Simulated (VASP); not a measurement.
Y (hcp) is relaxed at rising pressure, each step from the one before. Symmetry mostly holds the structure type, and other phases were not tried. The mesh follows the cell, and a change of mesh leaves a small step in the series.

Input:

```yaml
crystal:
  lattice:
    - [1.76333, -3.05418, 0.00000]
    - [1.76333, 3.05418, 0.00000]
    - [0.00000, 0.00000, 5.52816]
  atoms:
    - { symbol: Y, position: [0.33333, 0.66667, 0.25000] }
    - { symbol: Y, position: [0.66667, 0.33333, 0.75000] }
```

The numbers are results of LDA (Ceperley-Alder, Perdew-Zunger), VASP's LDA PAW potentials (set 64) (plane waves; VASP 6.6.1), not measurements. Run with 500 eV cut-off, 12×12×7 Γ-centred mesh, first-order Methfessel-Paxton smearing of 0.10 eV, potentials Y_sv.

```tsv
P (GPa)	V (Å³/atom)	H − H(0) (eV/atom)	space group	gap on the mesh (eV)	k-mesh
0	29.77	0.000	P6_3/mmc	0.00	12×12×7
5	?	?	P6_3/mmc	0.00	12×12×7
10	24.94	1.692	P6_3/mmc	0.00	13×13×7
20	22.22	3.160	P6_3/mmc	0.00	13×13×7
30	20.32	4.487	P6_3/mmc	0.00	14×14×7
45	?	?	P6_3/mmc	0.00	14×14×8
```

**Question.** Fill in the missing entries.

**Answer.** 
- 5, V (Å³/atom): 27.01
- 5, H − H(0) (eV/atom): 0.884
- 45, V (Å³/atom): 18.24
- 45, H − H(0) (eV/atom): 6.291

Pressures at which the relaxation failed are left out.

The compound is Y in the hcp structure.
